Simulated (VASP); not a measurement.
Here is the system:

```yaml
crystal:
  lattice:
    - [0.00000, 2.32337, 2.35067]
    - [2.34539, 0.00000, 2.35067]
    - [2.34539, 2.32337, 0.00000]
  atoms:
    - { symbol: Li, position: [0.25000, 0.25000, 0.25000] }
    - { symbol: Li, position: [0.75000, 0.75000, 0.75000] }
    - { symbol: O, position: [0.99260, 0.00740, 0.00740] }
```

Method: PBE GGA, VASP's PBE PAW potentials (set 64) (plane waves; VASP 6.6.1). Settings: 520 eV cut-off, 7×7×7 Γ-centred mesh, Gaussian smearing of 0.050 eV, potentials Li O.

Task: Which forces act on the atoms, in eV/Å?

Result: 
```
atom      Fx     Fy     Fz
----  ------  -----  -----
Li1    0.075  0.000  0.000
Li2    0.075  0.000  0.000
O3    -0.150  0.000  0.000
```

Task: Give the stress tensor in GPa (positive for a compressed cell).

Result: 
```
-2.60   0.00   0.00
 0.00  -0.91   0.00
 0.00   0.00  -2.98
```
The pressure is its mean diagonal, -2.16 GPa.

The compound is Li2O in the antifluorite structure. The cell was not relaxed at this level, atoms are displaced from their ideal sites. The run is one of a series of settings (POTCAR Li O (PBE.64 set) against the base run), some of them coarse on purpose.
